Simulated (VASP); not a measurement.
Method: PBEsol GGA, VASP's PBE PAW potentials (set 64) (plane waves; VASP).

Input for VASP

POSCAR:
```
WSe
1
    3.6660000000     0.0000000000     0.0000000000
    0.0000000000     3.6660000000     0.0000000000
    0.0000000000     0.0000000000     3.6660000000
W Se
1 1
Direct
  0.0000000000   0.0000000000   0.0000000000
  0.5000000000   0.5000000000   0.5000000000
```

KPOINTS:
```
K-points
0
Gamma
9 9 9
0 0 0
```

### INCAR
```
SYSTEM = WSe
PREC = Accurate; ENCUT = 400; LREAL = F
LASPH = T
EDIFF = 1E-6; NELM = 100; ALGO = Normal
LMAXMIX = 6
ISMEAR = 1; SIGMA = 0.1
GGA = PS
IBRION = 2; NSW = 60; ISIF = 3
EDIFFG = -0.01
LWAVE = F; LCHARG = F
```

POTCAR, in this order: W_sv Se (PBE.64 set). Program: vasp_std.

The resulting files:

OSZICAR:
```
       N       E                     dE             d eps       ncg     rms          rms(c)
DAV:   1     0.106394968440E+03    0.10639E+03   -0.90768E+03  1002   0.116E+03
DAV:   2    -0.103401788568E+02   -0.11674E+03   -0.11484E+03  1196   0.300E+02
DAV:   3    -0.147534728038E+02   -0.44133E+01   -0.42849E+01  1262   0.526E+01
DAV:   4    -0.148017411429E+02   -0.48268E-01   -0.48234E-01  1022   0.625E+00
DAV:   5    -0.148022491473E+02   -0.50800E-03   -0.50799E-03  1160   0.693E-01    0.826E+00
DAV:   6    -0.138174038743E+02    0.98485E+00   -0.63896E+00  1190   0.163E+01    0.239E+00
DAV:   7    -0.136734793297E+02    0.14392E+00   -0.58808E-01  1178   0.446E+00    0.123E+00
DAV:   8    -0.136511851531E+02    0.22294E-01   -0.11399E-01  1034   0.213E+00    0.395E-01
DAV:   9    -0.136508340265E+02    0.35113E-03   -0.26522E-03  1112   0.512E-01    0.163E-01
DAV:  10    -0.136508756039E+02   -0.41577E-04   -0.41600E-04  1064   0.237E-01    0.207E-02
DAV:  11    -0.136508797937E+02   -0.41899E-05   -0.61508E-05  1070   0.738E-02    0.150E-02
DAV:  12    -0.136508760974E+02    0.36963E-05   -0.15476E-05  1084   0.269E-02    0.172E-03
DAV:  13    -0.136508760744E+02    0.22977E-07   -0.40843E-07   496   0.542E-03
   1 F= -.13650876E+02 E0= -.13651834E+02  d E =-.136509E+02
       N       E                     dE             d eps       ncg     rms          rms(c)
DAV:   1    -0.121733166411E+03   -0.10808E+03   -0.22742E+03   980   0.472E+02    0.192E+02
DAV:   2    -0.330902224943E+02    0.88643E+02   -0.20411E+02  1112   0.233E+02    0.342E+01
DAV:   3    -0.154140525095E+02    0.17676E+02   -0.31700E+01  1124   0.802E+01    0.381E+01
DAV:   4    -0.136458941537E+02    0.17682E+01   -0.11336E+01  1076   0.303E+01    0.741E+00
DAV:   5    -0.132364630837E+02    0.40943E+00   -0.26507E+00  1100   0.134E+01    0.109E+01
DAV:   6    -0.132053416479E+02    0.31121E-01   -0.21040E-01  1022   0.395E+00    0.456E-01
DAV:   7    -0.132067415252E+02   -0.13999E-02   -0.79389E-03  1184   0.793E-01    0.362E-01
DAV:   8    -0.132066593426E+02    0.82183E-04   -0.36592E-04  1010   0.151E-01    0.388E-02
DAV:   9    -0.132066565532E+02    0.27894E-05   -0.13989E-05  1118   0.419E-02    0.592E-03
DAV:  10    -0.132066559526E+02    0.60066E-06   -0.66546E-07   634   0.860E-03
   2 F= -.13206656E+02 E0= -.13206771E+02  d E =0.444220E+00
       N       E                     dE             d eps       ncg     rms          rms(c)
DAV:   1    -0.422653771016E+02   -0.29059E+02   -0.65925E+02   998   0.389E+02    0.331E+01
DAV:   2    -0.210615782098E+02    0.21204E+02   -0.17919E+02  1004   0.102E+02    0.278E+01
DAV:   3    -0.176965658518E+02    0.33650E+01   -0.69248E+00  1070   0.207E+01    0.158E+01
DAV:   4    -0.169748822094E+02    0.72168E+00   -0.42842E+00  1010   0.143E+01    0.302E+00
DAV:   5    -0.168548074597E+02    0.12007E+00   -0.54686E-01  1016   0.584E+00    0.943E-01
DAV:   6    -0.168565661529E+02   -0.17587E-02   -0.26631E-02  1058   0.153E+00    0.730E-01
DAV:   7    -0.168589363815E+02   -0.23702E-02   -0.27498E-03  1124   0.529E-01    0.801E-02
DAV:   8    -0.168589034016E+02    0.32980E-04   -0.72260E-05  1058   0.924E-02    0.252E-02
DAV:   9    -0.168588944385E+02    0.89631E-05   -0.35916E-05  1100   0.418E-02    0.727E-03
DAV:  10    -0.168588948060E+02   -0.36752E-06   -0.70249E-07   544   0.769E-03
   3 F= -.16858895E+02 E0= -.16859228E+02  d E =-.320802E+01
       N       E                     dE             d eps       ncg     rms          rms(c)
DAV:   1    -0.169563115983E+02   -0.97417E-01   -0.18166E+00  1040   0.168E+01    0.307E+00
DAV:   2    -0.168912066530E+02    0.65105E-01   -0.18050E-01  1022   0.447E+00    0.627E-01
DAV:   3    -0.168824645052E+02    0.87421E-02   -0.15325E-02  1124   0.117E+00    0.298E-01
DAV:   4    -0.168813641426E+02    0.11004E-02   -0.33956E-03  1076   0.547E-01    0.257E-01
DAV:   5    -0.168814187647E+02   -0.54622E-04   -0.23998E-04  1076   0.155E-01    0.242E-02
DAV:   6    -0.168814144466E+02    0.43181E-05   -0.23673E-05  1058   0.368E-02    0.284E-03
DAV:   7    -0.168814142135E+02    0.23310E-06   -0.11255E-06   574   0.110E-02
   4 F= -.16881414E+02 E0= -.16881641E+02  d E =-.323054E+01
       N       E                     dE             d eps       ncg     rms          rms(c)
DAV:   1    -0.169234608299E+02   -0.42046E-01   -0.91086E-01  1040   0.120E+01    0.221E+00
DAV:   2    -0.168909780108E+02    0.32483E-01   -0.89477E-02  1016   0.317E+00    0.453E-01
DAV:   3    -0.168865978613E+02    0.43801E-02   -0.77525E-03  1130   0.831E-01    0.208E-01
DAV:   4    -0.168860531452E+02    0.54472E-03   -0.16636E-03  1076   0.383E-01    0.181E-01
DAV:   5    -0.168860821026E+02   -0.28957E-04   -0.12237E-04  1076   0.111E-01    0.175E-02
DAV:   6    -0.168860798954E+02    0.22073E-05   -0.12356E-05  1058   0.271E-02    0.214E-03
DAV:   7    -0.168860796964E+02    0.19891E-06   -0.57179E-07   490   0.795E-03
   5 F= -.16886080E+02 E0= -.16886171E+02  d E =-.323520E+01
```

OUTCAR:
```
------------------------ aborting loop because EDIFF is reached ----------------------------------------
  FORCE on cell =-STRESS in cart. coord.  units (eV):
  Direction    XX          YY          ZZ          XY          YZ          ZX
  --------------------------------------------------------------------------------------
  Total        0.0141817      0.0141817      0.0141817      0.0000000      0.0000000      0.0000000
  in kB        0.7504475      0.7504475      0.7504475      0.0000000      0.0000000      0.0000000
  external PRESSURE =       0.7504475 kB  Pullay stress =       0.0000000 kB
  volume of cell :       30.28
      direct lattice vectors                 reciprocal lattice vectors
     3.116780237  0.000000000  0.000000000     0.320843924  0.000000000  0.000000000
     0.000000000  3.116780237 -0.000000000    -0.000000000  0.320843924  0.000000000
     0.000000000 -0.000000000  3.116780237    -0.000000000  0.000000000  0.320843924
 POSITION                                       TOTAL-FORCE (eV/Angst)
 -----------------------------------------------------------------------------------
      0.00000      0.00000      0.00000         0.000000      0.000000      0.000000
      1.55839      1.55839      1.55839         0.000000     -0.000000      0.000000
 -----------------------------------------------------------------------------------
    total drift:                                0.000000      0.000000      0.000000
  FREE ENERGIE OF THE ION-ELECTRON SYSTEM (eV)
  ---------------------------------------------------
  free  energy   TOTEN  =       -16.8860796964 eV

  energy  without entropy=      -16.8863535319  energy(sigma->0) =      -16.88617097

 reached required accuracy - stopping structural energy minimisation
```
(Selected blocks of OUTCAR.)

CONTCAR:
```
WSe
   1.00000000000000
     3.1167802367586468    0.0000000000000000    0.0000000000000000
     0.0000000000000000    3.1167802367586468   -0.0000000000000000
     0.0000000000000000   -0.0000000000000000    3.1167802367586468
  W               Se
     1     1
Direct
     0.0000000000000000    0.0000000000000000    0.0000000000000000
     0.5000000000000000    0.5000000000000000    0.5000000000000000
```

Energy and stress use the plane-wave basis of the starting cell.

The structure was generated: WSe was put into the CsCl type type (Pm-3m), which need not be its known phase. This run relaxes it. Symmetry was kept, so distortions that lower it aren't found.
